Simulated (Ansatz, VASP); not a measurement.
# MoW2CS2Cl2 (W2CCl2 MXene under 2H-MoS2, AB): VASP beside Ansatz, part 2 of 2

One calculation is typed for both programs; each brings its own data sets. How far apart do they land? The structure shown is the start of the Ansatz relaxation below; VASP solves that cell, so the two are compared at the walk's first step.

VASP 6.6.1 and Ansatz 0.2.0.

So far: Set-up; Ansatz: relaxation, LDA.

## Step 3: VASP: single point, LDA, start cell

Level of this step: LDA, no spin polarisation; plane waves and PAW (Cl, W, C, S, Mo_sv) (VASP).

The same cell, functional (in two slightly different forms), mesh and smearing now go to VASP, with its own data sets.

Lines of VASP's logs that name or quote its potential files are left out, and so is its time.

INCAR

```
SYSTEM = MoW2CS2Cl2
PREC = Accurate
ENCUT = 520
EDIFF = 1E-06
NELM = 120
ISMEAR = -1
SIGMA = 0.05
LREAL = .FALSE.
ALGO = Normal
GGA = CA
NBANDS = 36
LASPH = .TRUE.
LORBIT = 11
LWAVE = .FALSE.
LCHARG = .FALSE.
ISIF = 2
LDIPOL = .TRUE.
IDIPOL = 3
DIPOL = 0.5 0.5 0.494
LVHAR = .TRUE.
GGA_COMPAT = .FALSE.
NELMDL = -8
KPAR = 2
```

POSCAR

```
MoW2CS2Cl2
1.0
    3.1527040000      0.0000000000      0.0000000000
   -1.5763520000      2.7303220000      0.0000000000
    0.0000000000      0.0000000000     55.3757230000
Cl W C S Mo
2 2 1 2 1
Direct
    0.3333333944      0.6666667888      0.3900626273
    0.6666666056      0.3333332112      0.4959416060
    0.6666666056      0.3333332112      0.4207323848
    0.3333333944      0.6666667888      0.4652718485
    0.0000000000      0.0000000000      0.4430021076
    0.6666666056      0.3333332112      0.5510198937
    0.6666666056      0.3333332112      0.6099373727
    0.3333333944      0.6666667888      0.5804786332
```

KPOINTS

```
Automatic mesh
0
Gamma
12 12 1
0 0 0
```

The projector-augmented-wave data sets are Cl, W, C, S and Mo_sv (LDA family, release 64).

Run with:

```bash
> mpirun -np 2 vasp_std
```

Numbers of over 12 decimals in the logs are rounded to 6 here.

Log:

```text
[banner, memory and clock lines left out]
running    2 mpi-ranks, on    1 nodes
 distrk:  each k-point on    1 cores,    2 groups
 distr:  one band on    1 cores,    1 groups

 POSCAR found type information on POSCAR ClW C S Mo
 POSCAR found :  5 types and       8 ions
 LDA part: xc-table for (Slater(with rela. corr.)+CA(PZ))
 , standard interpolation
|                                                                             |
|           W    W    AA    RRRRR   N    N  II  N    N   GGGG   !!!           |
|           W    W   A  A   R    R  NN   N  II  NN   N  G    G  !!!           |
|           W    W  A    A  R    R  N N  N  II  N N  N  G       !!!           |
|           W WW W  AAAAAA  RRRRR   N  N N  II  N  N N  G  GGG   !            |
|           WW  WW  A    A  R   R   N   NN  II  N   NN  G    G                |
|           W    W  A    A  R    R  N    N  II  N    N   GGGG   !!!           |
|                                                                             |
|     One of the lattice vectors is very long (>50 A), but AMIN is rather     |
|     large. This can spoil convergence since charge sloshing might occur     |
|     along the long lattice vector. If problems with convergence are         |
|     observed, try to decrease AMIN to a smaller value (e.g. 0.01).          |
|     Note: This warning only applies if the self-consistency cycle is        |
|     used.                                                                   |
|                                                                             |

 POSCAR, INCAR and KPOINTS ok, starting setup
 FFT: planning ... GRIDC
 FFT: planning ... GRID_SOFT
 FFT: planning ... GRID
 WAVECAR not read
 entering main loop
       N       E                     dE             d eps       ncg     rms          rms(c)
DAV:   1     0.435217998517E+03    0.43522E+03   -0.23853E+04  1672   0.119E+03
DAV:   2    -0.173861460034E+02   -0.45260E+03   -0.44355E+03  1948   0.261E+02
DAV:   3    -0.715598766251E+02   -0.54174E+02   -0.53456E+02  1616   0.907E+01
DAV:   4    -0.736533382329E+02   -0.20935E+01   -0.20424E+01  1932   0.190E+01
DAV:   5    -0.737268224460E+02   -0.73484E-01   -0.72089E-01  1820   0.325E+00
DAV:   6    -0.737308638827E+02   -0.40414E-02   -0.39579E-02  2016   0.666E-01
DAV:   7    -0.737310791488E+02   -0.21527E-03   -0.21345E-03  1892   0.118E-01
DAV:   8    -0.737310997996E+02   -0.20651E-04   -0.20456E-04  1872   0.219E-02    0.440E+01
DAV:   9    -0.679293225710E+02    0.58018E+01   -0.41404E+01  1704   0.268E+01    0.180E+01
DAV:  10    -0.693081998770E+02   -0.13789E+01   -0.23098E+01  1772   0.201E+01    0.118E+01
DAV:  11    -0.857396086144E+02   -0.16431E+02   -0.14428E+02  2076   0.336E+01    0.270E+01
DAV:  12    -0.708007058908E+02    0.14939E+02   -0.24559E+02  2168   0.238E+01    0.141E+01
DAV:  13    -0.677906622715E+02    0.30100E+01   -0.81513E+01  1992   0.221E+01    0.456E+00
DAV:  14    -0.674556622564E+02    0.33500E+00   -0.97968E+00  1792   0.921E+00    0.294E+00
[...]
DAV:  43    -0.672738027052E+02   -0.10793E-04   -0.48289E-05  1580   0.290E-02    0.534E-02
DAV:  44    -0.672738076195E+02   -0.49142E-05   -0.15914E-06  1444   0.553E-03    0.533E-02
DAV:  45    -0.672737839178E+02    0.23702E-04   -0.15972E-05  1572   0.177E-02    0.570E-02
DAV:  46    -0.672737724293E+02    0.11489E-04   -0.62879E-06  1404   0.119E-02    0.558E-02
DAV:  47    -0.672737605312E+02    0.11898E-04   -0.65583E-06  1268   0.115E-02    0.527E-02
DAV:  48    -0.672737283835E+02    0.32148E-04   -0.18665E-04  1940   0.604E-02    0.374E-02
DAV:  49    -0.672737363712E+02   -0.79877E-05   -0.35766E-05  1780   0.258E-02    0.350E-02
DAV:  50    -0.672737367526E+02   -0.38136E-06   -0.67119E-06  1456   0.113E-02
   1 F= -.67273737E+02 E0= -.67254602E+02  d E =-.382690E-01
```

From OUTCAR (step 3):

```text
ion  position               nearest neighbor table
   1  0.333  0.667  0.390-   3 2.49   3 2.49   3 2.49
   2  0.667  0.333  0.496-   4 2.49   4 2.49   4 2.49
   3  0.667  0.333  0.421-   5 2.20   5 2.20   5 2.20   1 2.49   1 2.49   1 2.49   4 3.07   4 3.07
                             4 3.07
   4  0.333  0.667  0.465-   5 2.20   5 2.20   5 2.20   2 2.49   2 2.49   2 2.49   3 3.07   3 3.07
                             3 3.07
   5  0.000  0.000  0.443-   3 2.20   3 2.20   3 2.20   4 2.20   4 2.20   4 2.20
   6  0.667  0.333  0.551-   8 2.44   8 2.44   8 2.44
   7  0.667  0.333  0.610-   8 2.44   8 2.44   8 2.44
   8  0.333  0.667  0.580-   6 2.44   7 2.44   6 2.44   7 2.44   6 2.44   7 2.44

  LATTYP: Found a hexagonal cell.
 ALAT       =     3.1527040000
 C/A-ratio  =    17.5645169987

 Subroutine GETGRP returns: Found  6 space group operations
 (whereof  6 operations were pure point group operations)

The static configuration has the point symmetry C_3v.

 Found     19 irreducible k-points:

   k-points           NKPTS =     19   k-points in BZ     NKDIM =     19   number of bands    NBANDS=     36

   dimension x,y,z NGX =    24 NGY =   24 NGZ =  420
   dimension x,y,z NGXF=    48 NGYF=   48 NGZF=  840

   ENCUT  =  520.0 eV  38.22 Ry    6.18 a.u.   5.86  5.86102.96*2*pi/ulx,y,z

   NELECT =      56.0000    total number of electrons

 k-points in reciprocal lattice and weights: Automatic mesh
   0.00000000  0.00000000  0.00000000       0.007
   0.08333333  0.00000000  0.00000000       0.042
   0.16666667  0.00000000  0.00000000       0.042
   0.25000000  0.00000000  0.00000000       0.042
   0.33333333  0.00000000  0.00000000       0.042
   0.41666667  0.00000000  0.00000000       0.042
   0.50000000  0.00000000  0.00000000       0.021
   0.08333333  0.08333333  0.00000000       0.042
   0.16666667  0.08333333  0.00000000       0.083
[...]
0.33333333  0.25000000  0.00000000       0.083
   0.33333333  0.33333333  0.00000000       0.014

 dipolmoment           0.000000      0.000000      0.046169 electrons x Angstroem

 average (electrostatic) potential at core
       1-103.1353       2-103.0919       3 -48.3143       4 -48.3239       5 -61.0807
       6 -93.9765       7 -93.9550       8 -83.9026

 E-fermi :  -1.0555

 k-point     1 :       0.0000    0.0000    0.0000
  band No.  band energies     occupation
    ...
     26      -3.1437      2.00000
     27      -3.1437      2.00000
     28      -2.5450      2.00000
     29      -1.1119      1.51159
     30      -1.1119      1.51158
     31      -0.9464      0.20292
     32      -0.9464      0.20292
     33      -0.4594      0.00001
     34       0.4603      0.00000
     35       0.4607      0.00000
    ...

 k-point     2 :       0.0833    0.0000    0.0000
  band No.  band energies     occupation
    ...
     26      -3.0485      2.00000
     27      -2.8964      2.00000
     28      -2.5617      2.00000
     29      -1.1384      1.68008
     30      -1.0564      1.00970
     31      -0.9667      0.28969
     32      -0.8828      0.06133
     33      -0.0797      0.00000
     34       0.2565      0.00000
     35       0.3156      0.00000
    ...

 k-point     3 :       0.1667    0.0000    0.0000
  band No.  band energies     occupation
    ...
     26      -2.8673      2.00000
     27      -2.5533      2.00000
     28      -2.4094      2.00000
     29      -1.2654      1.97040
     30      -1.0399      0.84544
     31      -0.7978      0.01151
     32      -0.5212      0.00005
     33      -0.2108      0.00000
     34       0.2024      0.00000
     35       0.2311      0.00000
    ...

  Total       -8.3943713     -8.3943728     -4.7047619      0.0000000      0.0000000     -0.0000000
  in kB      -28.2151448    -28.2151498    -15.8136368      0.0000000      0.0000000     -0.0000000
  external PRESSURE =     -24.0813105 kB  Pullay stress =       0.0000000 kB

  energy-cutoff  :      520.00
  volume of cell :      476.67
      direct lattice vectors                 reciprocal lattice vectors
     3.152704000  0.000000000  0.000000000     0.317188039  0.183128583  0.000000000
    -1.576352000  2.730322000  0.000000000     0.000000000  0.366257167  0.000000000
     0.000000000  0.000000000 55.375723000     0.000000000  0.000000000  0.018058455

 POSITION                                       TOTAL-FORCE (eV/Angst)
 -----------------------------------------------------------------------------------
      0.00000      1.82022     21.60000         0.000000     -0.000000     -0.766987
      1.57635      0.91011     27.46312         0.000000     -0.000000      0.435026
      1.57635      0.91011     23.29836        -0.000000     -0.000000      2.106080
      0.00000      1.82022     25.76477        -0.000000     -0.000000     -2.062857
      0.00000      0.00000     24.53156        -0.000000     -0.000000     -0.023248
      1.57635      0.91011     30.51313         0.000000     -0.000000      1.762988
      1.57635      0.91011     33.77572        -0.000000     -0.000000     -1.550190
      0.00000      1.82022     32.14442        -0.000000      0.000000      0.099188
 -----------------------------------------------------------------------------------
    total drift:                                0.000000     -0.000261      0.000724

  FREE ENERGIE OF THE ION-ELECTRON SYSTEM (eV)
  ---------------------------------------------------
  free  energy   TOTEN  =       -67.2737367526 eV

  energy  without entropy=      -67.2354677340  energy(sigma->0) =      -67.25460224

 vacuum level on the upper side and lower side of the slab         3.806         2.834

 total charge
# of ion       s       p       d       tot
------------------------------------------
    1        1.603   3.495   0.000   5.098
    2        1.609   3.482   0.000   5.091
    3        0.499   0.598   4.267   5.364
    4        0.501   0.600   4.261   5.362
    5        0.836   1.553   0.000   2.389
    6        1.365   2.311   0.000   3.676
    7        1.363   2.303   0.000   3.666
    8        2.283   6.205   3.911  12.399
--------------------------------------------------
tot         10.061  20.547  12.439  43.047

[... 3 further parts left out ...]
```

This run has no spin polarisation, so a moment on W and Mo, if there is one, isn't seen.

## Step 4: Comparison

Known differences besides the potentials themselves: the two LDA forms differ slightly; Ansatz cuts the interaction across the vacuum, VASP repeats the sheet with a dipole correction; the data sets hold 72 valence electrons in Ansatz (on its default PAW (the set named soft_2) files) and 56 in VASP; the cutoff is 420 eV in Ansatz and 520 eV in VASP; VASP's log shows a relativistic correction to its local exchange, Ansatz's none. Total energies have different zeros and are not compared.

Forces (eV/Å; atoms numbered as in POSCAR):

| atom | Ansatz x, y, z | VASP x, y, z |
| --- | --- | --- |
| Cl1 | 0.000, 0.000, -0.736 | 0.000, 0.000, -0.767 |
| Cl2 | 0.000, 0.000, 0.408 | 0.000, 0.000, 0.435 |
| W3 | 0.000, 0.000, 2.044 | 0.000, 0.000, 2.106 |
| W4 | 0.000, 0.000, -2.001 | 0.000, 0.000, -2.063 |
| C5 | 0.000, 0.000, -0.023 | 0.000, 0.000, -0.023 |
| S6 | 0.000, 0.000, 1.777 | 0.000, 0.000, 1.763 |
| S7 | 0.000, 0.000, -1.570 | 0.000, 0.000, -1.550 |
| Mo8 | 0.000, 0.000, 0.098 | 0.000, 0.000, 0.099 |

The forces differ by 20 meV/Å r.m.s., which is 2.6 % of the r.m.s. force of 0.790 eV/Å (both taken over all components). VASP's last cycles still show a density residual of 4e-03, so its state may not be settled. With vacuum in the cell, a pressure given here is an average over mostly empty space and none of the material.

## Step 5: Results

```json
{"r.m.s. force difference (single point, LDA, start cell)": "2.6 % of the r.m.s. force"}
```

The r.m.s. force difference is 2.6 % of the r.m.s. force (single point, LDA, start cell), within the 3 % picked in this series as the mark of a large difference. The data sets hold unlike numbers of valence electrons (72 in Ansatz and 56 in VASP), so part of the differences comes from the potentials. 1 further run of this series is not shown here. Such differences can come from data sets, numerical settings and the points named under the comparisons, not from the functional's error against experiment.

[Lines on the potential files, build, host, timing and source positions are cut from VASP's logs without a mark.]

[Logs are printed without paths, hosts, clocks, repeated set-up lines and the standing remarks that a program may print on its own settings, such as how far it seeks lower states.]

[Hosts, paths, dates, database ids (printed as entryN), source tags and the programs' standing remarks are cut or masked in the printed files.]
